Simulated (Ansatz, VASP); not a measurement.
**SiO2 (Quartz) in two plane-wave programs**

One calculation is typed for both programs; each brings its own data sets. How far apart do they land? The cell is taken from a series of runs on this material, whose earlier steps may have relaxed, scaled, displaced or heated it; both programs get it as it stands.

Program: Ansatz 0.2.0. Level of theory: plane waves, with VASP 6.6.1 beside it; single point at PBE. Results are calculated unless marked as measured.

### Step 1. The structure

The structure is trigonal, space group P3_121 (No. 152). The conventional cell has a = 4.916 Å, b = 4.916 Å, c = 5.409 Å, α = 90.00°, β = 90.00°, γ = 120.00°. Si has 4 O at 1.62 to 1.63 Å nearest. O has 2 Si at 1.62 to 1.63 Å nearest. Farther neighbours and most contacts between anions are not listed.

### Step 2. VASP: single point, PBE

With cell and atoms fixed, the geometry can't cause a difference; cores, projectors, grids and the points listed under the comparison can.

Lines of VASP's logs that name or quote its potential files are left out, and so is its time.

Contents of INCAR:

```
SYSTEM = SiO2
PREC = Accurate
ENCUT = 520
EDIFF = 1E-06
NELM = 120
ISMEAR = 0
SIGMA = 0.01
LREAL = .FALSE.
ALGO = Normal
GGA = PE
NBANDS = 33
LORBIT = 11
LWAVE = .FALSE.
LCHARG = .FALSE.
ISIF = 2
LASPH = .TRUE.
GGA_COMPAT = .FALSE.
EFERMI = MIDGAP
KPAR = 2
```

Contents of POSCAR:

```
SiO2
1.0
    4.9158000000      0.0000000000      0.0000000000
   -2.4579000000      4.2572076799      0.0000000000
    0.0000000000      0.0000000000      5.4091000000
Si O
3 6
Direct
    0.4657993248      0.4657993248      1.0000000000
    0.0000000000      0.5342006752      0.6666666667
    0.5342006752      0.0000000000      0.3333333333
    0.8641448432      0.2742436234      0.4461184821
    0.7257563766      0.5899012198      0.7794518154
    0.4100987802      0.1358551568      0.1127851487
    0.2742436234      0.8641448432      0.5538815179
    0.5899012198      0.7257563766      0.2205481846
    0.1358551568      0.4100987802      0.8872148513
```

Contents of KPOINTS:

```
Automatic mesh
0
Gamma
4 4 3
0 0 0
```

PAW data sets: Si and O (PBE family, release 64).

Launch:

```console
$ mpirun -np 2 vasp_std
```

Numbers of over 12 decimals in the logs are rounded to 6 here.

Log:

```text
[banner, memory and clock lines left out]
running    2 mpi-ranks, on    1 nodes
 distrk:  each k-point on    1 cores,    2 groups
 distr:  one band on    1 cores,    1 groups

 POSCAR found type information on POSCAR SiO
 POSCAR found :  2 types and       9 ions
 LDA part: xc-table for (Slater+PW92), standard interpolation
 POSCAR, INCAR and KPOINTS ok, starting setup
 FFT: planning ... GRIDC
 FFT: planning ... GRID_SOFT
 FFT: planning ... GRID
 WAVECAR not read
 entering main loop
       N       E                     dE             d eps       ncg     rms          rms(c)
DAV:   1     0.284293062808E+03    0.28429E+03   -0.25183E+04   594   0.135E+03
DAV:   2    -0.610468922159E+02   -0.34534E+03   -0.33328E+03   756   0.310E+02
DAV:   3    -0.801090180456E+02   -0.19062E+02   -0.18980E+02   748   0.769E+01
DAV:   4    -0.803234755830E+02   -0.21446E+00   -0.21414E+00   756   0.911E+00
DAV:   5    -0.803268785271E+02   -0.34029E-02   -0.34020E-02   724   0.113E+00    0.248E+01
DAV:   6    -0.710274975457E+02    0.92994E+01   -0.35725E+01   713   0.320E+01    0.118E+01
DAV:   7    -0.710640512630E+02   -0.36554E-01   -0.10402E+00   756   0.501E+00    0.433E+00
DAV:   8    -0.710689974635E+02   -0.49462E-02   -0.46622E-02   724   0.165E+00    0.165E+00
DAV:   9    -0.710817201572E+02   -0.12723E-01   -0.24351E-02   756   0.113E+00    0.332E-01
DAV:  10    -0.710832065108E+02   -0.14864E-02   -0.31723E-03   724   0.303E-01    0.100E-01
DAV:  11    -0.710831599537E+02    0.46557E-04   -0.86884E-04   748   0.174E-01    0.161E-02
DAV:  12    -0.710831668195E+02   -0.68658E-05   -0.24578E-05   724   0.293E-02    0.144E-02
DAV:  13    -0.710831681147E+02   -0.12952E-05   -0.10816E-05   732   0.181E-02    0.394E-03
DAV:  14    -0.710831687265E+02   -0.61173E-06   -0.52150E-07   516   0.425E-03
   1 F= -.71083169E+02 E0= -.71083169E+02  d E =0.000000E+00
```

Parts of OUTCAR (step 2):

```text
ion  position               nearest neighbor table
   1  0.466  0.466  0.000-   6 1.62   9 1.62   8 1.63   5 1.63   3 3.06   3 3.06   2 3.06   2 3.06

  LATTYP: Found a hexagonal cell.
 ALAT       =     4.9158000000
 C/A-ratio  =     1.1003498922

 Subroutine GETGRP returns: Found  6 space group operations
 (whereof  2 operations were pure point group operations)

The static configuration has the point symmetry C_2 .
 The point group associated with its full space group is D_3 .

 Found      9 irreducible k-points:

   k-points           NKPTS =      9   k-points in BZ     NKDIM =      9   number of bands    NBANDS=     33

   dimension x,y,z NGX =    40 NGY =   40 NGZ =   40
   dimension x,y,z NGXF=    80 NGYF=   80 NGZF=   80

   ENCUT  =  520.0 eV  38.22 Ry    6.18 a.u.   9.14  9.14 10.06*2*pi/ulx,y,z

   NELECT =      48.0000    total number of electrons

 k-points in reciprocal lattice and weights: Automatic mesh
   0.00000000  0.00000000  0.00000000       0.021
   0.25000000 -0.00000000  0.00000000       0.125
   0.50000000 -0.00000000  0.00000000       0.062
   0.25000000  0.25000000  0.00000000       0.125
   0.00000000  0.00000000  0.33333333       0.042
   0.25000000 -0.00000000  0.33333333       0.125
   0.00000000  0.25000000  0.33333333       0.125
   0.50000000 -0.00000000  0.33333333       0.125
   0.25000000  0.25000000  0.33333333       0.250

 average (electrostatic) potential at core
       1 -86.5166       2 -86.5166       3 -86.5166       4 -72.3596       5 -72.3596
       6 -72.3596       7 -72.3596       8 -72.3596       9 -72.3596

 E-fermi :   4.0141

 k-point     1 :       0.0000    0.0000    0.0000
  band No.  band energies     occupation
    ...
     20       0.0857      2.00000
     21       0.0857      2.00000
     22       0.2857      2.00000
     23       0.8241      2.00000
     24       0.8241      2.00000
     25       6.9489      0.00000
     26      10.2929      0.00000
     27      10.2929      0.00000
     28      10.8797      0.00000
     29      10.8797      0.00000
    ...

 k-point     2 :       0.2500   -0.0000    0.0000
  band No.  band energies     occupation
    ...
     20       0.0162      2.00000
     21       0.1092      2.00000
     22       0.2560      2.00000
     23       0.8763      2.00000
     24       0.9593      2.00000
     25       7.8479      0.00000
     26      10.2986      0.00000
     27      10.3576      0.00000
     28      10.8668      0.00000
     29      11.1239      0.00000
    ...

 k-point     3 :       0.5000   -0.0000    0.0000
  band No.  band energies     occupation
    ...
     20       0.0385      2.00000
     21       0.1238      2.00000
     22       0.3991      2.00000
     23       0.8384      2.00000
     24       1.0561      2.00000
     25       9.2123      0.00000
     26       9.9796      0.00000
     27      10.5813      0.00000
     28      10.6277      0.00000
     29      11.6593      0.00000
    ...

  Total        1.6721352      1.6721352      1.8508707      0.0000000     -0.0000000      0.0000000
  in kB       23.6667115     23.6667115     26.1964595      0.0000000     -0.0000000      0.0000000
  external PRESSURE =      24.5099608 kB  Pullay stress =       0.0000000 kB

  energy-cutoff  :      520.00
  volume of cell :      113.20
      direct lattice vectors                 reciprocal lattice vectors
     4.915800000  0.000000000  0.000000000     0.203425689  0.117447876  0.000000000
    -2.457900000  4.257207680  0.000000000     0.000000000  0.234895752  0.000000000
     0.000000000  0.000000000  5.409100000     0.000000000  0.000000000  0.184873639

 POSITION                                       TOTAL-FORCE (eV/Angst)
 -----------------------------------------------------------------------------------
      1.14489      1.98300      0.00000        -0.004161     -0.007207      0.000000
     -1.31301      2.27420      3.60607        -0.004161      0.007207      0.000000
      2.62602      0.00000      1.80303         0.008322      0.000000     -0.000000
      3.57390      1.16751      2.41310        -0.003141      0.004483     -0.000445
      2.11775      2.51133      4.21613        -0.002312     -0.004961     -0.000445
      1.68205      0.57836      0.61007         0.005453      0.000478     -0.000445
     -0.77585      3.67884      2.99600         0.005453     -0.000478      0.000445
      1.11600      3.08970      1.19297        -0.003141     -0.004483      0.000445
     -0.34015      1.74588      4.79903        -0.002312      0.004961      0.000445
 -----------------------------------------------------------------------------------
    total drift:                               -0.000010     -0.000017     -0.000000

  FREE ENERGIE OF THE ION-ELECTRON SYSTEM (eV)
  ---------------------------------------------------
  free  energy   TOTEN  =       -71.0831687265 eV

  energy  without entropy=      -71.0831687265  energy(sigma->0) =      -71.08316873

 total charge
# of ion       s       p       d       tot
------------------------------------------
    1        0.643   0.986   0.000   1.629
    2        0.643   0.986   0.000   1.629
    3        0.643   0.986   0.000   1.629
    4        1.550   3.687   0.000   5.237
    5        1.550   3.687   0.000   5.237
    6        1.550   3.687   0.000   5.237
    7        1.550   3.687   0.000   5.237
    8        1.550   3.687   0.000   5.237
    9        1.550   3.687   0.000   5.237
--------------------------------------------------
tot         11.229  25.083   0.000  36.313

[... 3 further parts left out ...]
```

The run ends at a pressure of 2.45 GPa, with forces up to 0.0083 eV/Å.

### Step 3. Ansatz: single point, PBE

Ansatz runs on its default PAW (the set named soft_2) files.

The same cell, functional and mesh now go to Ansatz, which takes its cutoff from its data sets.

Contents of input.yaml:

```yaml
crystal:
  lattice:
    - [4.9158, 0.0, 0.0]
    - [-2.4579, 4.2572076799, 0.0]
    - [0.0, 0.0, 5.4091]
  atoms:
    - { symbol: Si, position: [0.4657993248, 0.4657993248, 0.0] }
    - { symbol: Si, position: [0.0, 0.5342006752, 0.6666666667] }
    - { symbol: Si, position: [0.5342006752, 0.0, 0.3333333333] }
    - { symbol: O, position: [0.8641448432, 0.2742436234, 0.4461184821] }
    - { symbol: O, position: [0.7257563766, 0.5899012198, 0.7794518154] }
    - { symbol: O, position: [0.4100987802, 0.1358551568, 0.1127851487] }
    - { symbol: O, position: [0.2742436234, 0.8641448432, 0.5538815179] }
    - { symbol: O, position: [0.5899012198, 0.7257563766, 0.2205481846] }
    - { symbol: O, position: [0.1358551568, 0.4100987802, 0.8872148513] }
kpoints:
  mp_grid: { grid: [4, 4, 3] }
scf:
  occupations: { method: fixed }
hamiltonian:
  xc: pbe
output:
  forces: false
  stress: false
  efg: { quadrupole_moments_barn: { O: -0.02558 } }
  write_density: true
  write_potential: true
  elf: true
  volumetric_format: npy
```

Launch:

```console
$ ansatz run input.yaml --threads 8 --pin off --max-ram 16384MiB --backend cpu --events-out ev --progress --plain --runs-dir out
```

Log:

```text
Engine: ansatz 0.2.0, aarch64-unknown-linux-gnu
Pseudopotentials: kind: paw
Pseudopotential: Si, paw, valence charge 4, recommended cutoff 420 eV (normal), Si.paw.azcp
Pseudopotential: O, paw, valence charge 6, recommended cutoff 420 eV (normal), O.paw.azcp
Functional definition: PBE
  parameter kappa = 0.804
  parameter beta = 0.066725
  exchange = pbe_x(kappa = kappa, mu = beta*pi^2/3)
  correlation = pbe_c(beta = beta)
Crystal: 9 atoms, lattice volume = 113.199 Å³
Basis set: ecut = 420 eV, 2209 PW (Γ)
Bands: 33, of which v1, the nominal top of the filled ones, is band 24 counted from 1 (23 counted from 0)
Symmetry: 6 space group operations
Space group: P3121 (ITA 152), of the structure as read, at distance tolerance 4.8e-5 Å
k-points: 9 of 48 (time reversal used)
Non-local potential: Si, projectors of the file, l = 0: 2, l = 1: 2, l = 2: 2
Non-local potential: O, projectors of the file, l = 0: 2, l = 1: 2, l = 2: 1
PAW form: soft (Blöchl's): semilocal exchange-correlation on the pseudo side does not see the compensation charge
PAW one-centre angular grid: Si, 110 points (default); XC on 64 Gauss nodes
PAW one-centre angular grid: O, 110 points (default); XC on 64 Gauss nodes
Initial density: superposition of atomic densities (neutral atoms: chi_scale 0, normalization atom), corrected by the library's trained network
Initial wavefunctions: pseudopotential atomic-orbital guess
Functional: x = pbe(κ = 0.804, μ = 0.219515), c = pbe(β = 0.066725)
SCF iter   1: F=—  HF=-5322.171300 eV  |F-HF|=—  |Δ(HF+E_count)|=         —  Δρ=1.27e-3  dr2=9.12e-4  ethr=1.77e-3  ⟨swp⟩=5.0  Hψ=1346  notcnv=0  defer=54
preconditioner: auto → Resta (q_TF=auto, 2.365 Å⁻¹)  ε∞=3.1  [insulator: Δε(μ)=5.867 eV  Ē_g=16.817 eV  n_scr=22 (ndim 8)  ℏωp=24.2 eV  f_vac=0.102  ε∞_Penn≈3.1]
SCF iter   2: F=—  HF=-5322.173093 eV  |F-HF|=—  |Δ(HF+E_count)|=   1.79e-3  Δρ=5.66e-4  dr2=1.29e-4  ethr=1.90e-6  ⟨swp⟩=2.0  Hψ=561  notcnv=0  defer=62
SCF iter   3: F=—  HF=-5322.173592 eV  |F-HF|=—  |Δ(HF+E_count)|=   4.99e-4  Δρ=2.18e-4  dr2=2.97e-5  ethr=2.68e-7  ⟨swp⟩=2.0  Hψ=448  notcnv=0  defer=62
SCF iter   4: F=—  HF=-5322.173683 eV  |F-HF|=—  |Δ(HF+E_count)|=   9.04e-5  Δρ=3.77e-5  dr2=1.50e-6  ethr=6.18e-8  ⟨swp⟩=2.1  Hψ=489  notcnv=0  defer=59
SCF iter   5: F=—  HF=-5322.173686 eV  |F-HF|=—  |Δ(HF+E_count)|=   3.41e-6  Δρ=1.08e-5  dr2=1.64e-7  ethr=3.12e-9  ⟨swp⟩=2.0  Hψ=395  notcnv=0  defer=62
SCF iter   6: F=-5322.173687 eV  HF=-5322.173687 eV  |F-HF|=1.24e-8  |Δ(HF+E_count)|=   4.95e-7  Δρ=2.49e-6  dr2=5.30e-9  ethr=2.08e-10  ⟨swp⟩=11.8  Hψ=1323  notcnv=0
SCF 1 converged in 6 iterations: F = -5322.173687 eV  dr2 = 5.30e-9
  greatest PAW one-centre occupation: 0.862 electrons in one spin orbital (limit 2), on the O atom at site 8 (counted from 0), in its partial waves of l = 0
SCF converged after 6 iterations
Free energy (F): -5322.173687 eV
Harris-Foulkes:  -5322.173687 eV  (|F-HF|=1.24e-8)
Internal energy: -5322.173687 eV  (E = F + TS)
E sigma→0 (E₀):  -5322.173687 eV
Fermi energy:    2.524499 eV
--- Per-component energies (eV) ---
  E_band       = -201.358109
  E_kinetic    = 1206.014675
  E_local      = -2905.675375  (includes V_loc(G=0)·N_el)
  E_nonlocal   = 360.000652
  E_hartree    = 1039.341667
  E_xc         = -612.631108
  E_vxc        = -711.095912  (∫ρ·V_xc dr)
  E_paw        = -2493.292403  (= ΣΔE_a)
  E_vpaw       = -229.301160  (= ΣTr[D̂ρ^β])
  E_aug_tail   = 0.015538  (compensation charges beyond the density's cutoff)
  E_ewald      = -1915.947333
  E_smearing   = -0.000000  (= −TS)
  E_closure    = -0.000000  (closes the sum)
  Σ components = -5322.173687   (vs F -5322.173687, Δ=0.00e0)
--- PAW observables at the nuclei: V_zz in 10²¹ V/m², potentials from the cell's mean, atoms counted from 1 ---
  atom   1  Si V_zz =    +0.662509   η = 0.6068   by run symmetry: allowed
            electrostatic potential = -1354.902824 V   contact ρ = none
  atom   2  Si V_zz =    +0.662509   η = 0.6068   by run symmetry: allowed
            electrostatic potential = -1354.902824 V   contact ρ = none
  atom   3  Si V_zz =    +0.662509   η = 0.6068   by run symmetry: allowed
            electrostatic potential = -1354.902824 V   contact ρ = none
  atom   4  O  V_zz =    +9.352416   η = 0.2493   by run symmetry: allowed   C_q = -5.7847 MHz
            electrostatic potential = -619.346745 V   contact ρ = none
  atom   5  O  V_zz =    +9.352416   η = 0.2493   by run symmetry: allowed   C_q = -5.7847 MHz
            electrostatic potential = -619.346745 V   contact ρ = none
  atom   6  O  V_zz =    +9.352416   η = 0.2493   by run symmetry: allowed   C_q = -5.7847 MHz
            electrostatic potential = -619.346745 V   contact ρ = none
  atom   7  O  V_zz =    +9.352416   η = 0.2493   by run symmetry: allowed   C_q = -5.7847 MHz
            electrostatic potential = -619.346745 V   contact ρ = none
  atom   8  O  V_zz =    +9.352416   η = 0.2493   by run symmetry: allowed   C_q = -5.7847 MHz
            electrostatic potential = -619.346745 V   contact ρ = none
  atom   9  O  V_zz =    +9.352416   η = 0.2493   by run symmetry: allowed   C_q = -5.7847 MHz
            electrostatic potential = -619.346745 V   contact ρ = none
--- Band table (eV; the first three rows and the last of 9) ---
  k-point 0: bands = [... 20 lower, 1.5273, 1.7282, 2.2719, 2.2719, 8.3935, 11.7552, 11.7552, 12.3362, ... 5 higher]
  k-point 1: bands = [... 20 lower, 1.3764, 2.0107, 2.4216, 2.4226, 9.4114, 11.2882, 11.7009, 11.7189, ... 5 higher]
  k-point 2: bands = [... 20 lower, 1.5558, 1.7016, 2.3226, 2.4057, 9.2924, 11.7595, 11.8154, 12.3255, ... 5 higher]
  k-point 8: bands = [... 20 lower, 1.6445, 1.8101, 2.0992, 2.3029, 10.9150, 11.7597, 12.0239, 12.4803, ... 5 higher]
```

### Step 4. Differences

Known differences besides the potentials themselves: fixed occupations in Ansatz, narrow Gaussian smearing in VASP; the cutoff is 420 eV in Ansatz and 520 eV in VASP. Total energies have different zeros and are not compared.

Both answers:

```
              quantity  Ansatz   VASP  difference
gap on the k mesh (eV)   5.869  5.870      -0.001
```

A gap on the mesh is an upper bound, since the band edges may lie between its points.

### Step 5. Outcome

```json
{
  "difference in gap on the k mesh (single point, PBE)": "-6.1e-4 eV"
}
```

In words: The difference in gap on the k mesh is -6.1e-4 eV (single point, PBE), within the 0.08 eV picked in this series as the mark of a large difference. How closely two codes agree says nothing of how well the functional describes the real material.

[Lines on the potential files, build, host, timing and source positions are cut from VASP's logs without a mark.]

[Logs are printed without paths, hosts, clocks, repeated set-up lines and the standing remarks that a program may print on its own settings, such as how far it seeks lower states.]

[Hosts, paths, dates, database ids (printed as entryN), source tags and the programs' standing remarks are cut or masked in the printed files.]
